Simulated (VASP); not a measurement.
Consider the following.

```yaml
crystal:
  lattice:
    - [3.73901, 0.00000, 0.00000]
    - [-1.86951, 3.23808, 0.00000]
    - [0.00000, 0.00000, 6.12261]
  atoms:
    - { symbol: Zr, position: [0.00000, 0.00000, 0.00000] }
    - { symbol: Se, position: [0.33333, 0.66667, 0.25870] }
    - { symbol: Se, position: [0.66667, 0.33333, 0.74130] }
```

Calculation: PBEsol GGA, VASP's PBE PAW potentials (set 64) (plane waves; VASP). Numerical set-up: 400 eV cut-off, 8×8×4 Γ-centred mesh, tetrahedra with Blöchl corrections, potentials Zr_sv Se.

The cores are frozen, which limits the accuracy of field gradients. Without a dispersion term in the relaxation, distances and binding between the weakly bound layers, chains or molecules are unreliable, and so is what depends on them.

Question: Give the principal components of the electric field gradient (V/Å²) and the asymmetry η at each nucleus.

Answer: 
| atom | Vxx | Vyy | Vzz | η |
|---|---|---|---|---|
| Zr1 | 15.9 | 15.9 | -31.7 | 0.00 |
| Se2 | -3.3 | -3.3 | 6.6 | 0.00 |
| Se3 | -3.3 | -3.3 | 6.6 | 0.00 |

The structure comes from a measured ZrSe2 entry (P-3m1) of the Crystallography Open Database, whose conditions weren't checked. It was relaxed first.
